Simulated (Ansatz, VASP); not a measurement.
## Mg2CdSe3 in VASP and in Ansatz

```
CELL_PARAMETERS angstrom
4.42841 0.00000 0.00000
-2.21420 3.83511 0.00000
0.00000 0.00000 10.82534
ATOMIC_POSITIONS crystal
Mg 0.66667 0.33333 0.33518
Mg 0.33333 0.66667 0.66300
Cd 0.00000 0.00000 0.00149
Se 0.00000 0.00000 0.25649
Se 0.66667 0.33333 0.58308
Se 0.33333 0.66667 0.91076
```

Alike in both runs: functional PBE; k mesh 6 × 6 × 4; occupations gaussian, width 0.02 eV; no spin polarisation.

Ansatz relaxed the structure, and its values are those at the end. VASP's run is a single point on that final structure, the one shown.

|  | VASP | Ansatz |
| --- | --- | --- |
| version | VASP 6.6.1 | Ansatz 0.2.0 |
| potentials or method | VASP PAW PBE potentials, release 64 (Mg, Cd, Se) | scalar-relativistic, plane waves, PAW |
| plane-wave cutoff (eV) | 520 | 420 |
| valence electrons in the cell | 34 | 88 |

Ansatz gave:

```
gap on the k mesh at the Fermi level (eV) : 1.24
least direct gap on the mesh (eV)         : 1.24
pressure (GPa)                            : -3.5
rms of the force components (eV/Å)        : 0.000
```

What did VASP give for the same quantities?

gap on the k mesh at the Fermi level (eV): 1.23; least direct gap on the mesh (eV): 1.23; pressure (GPa): -3.5; rms of the force components (eV/Å): 0.008.

The two sets of potentials don't hold the same shells in valence.

A k mesh can miss the band edges. PBE gaps usually lie below the measured ones, often by a third to a half.
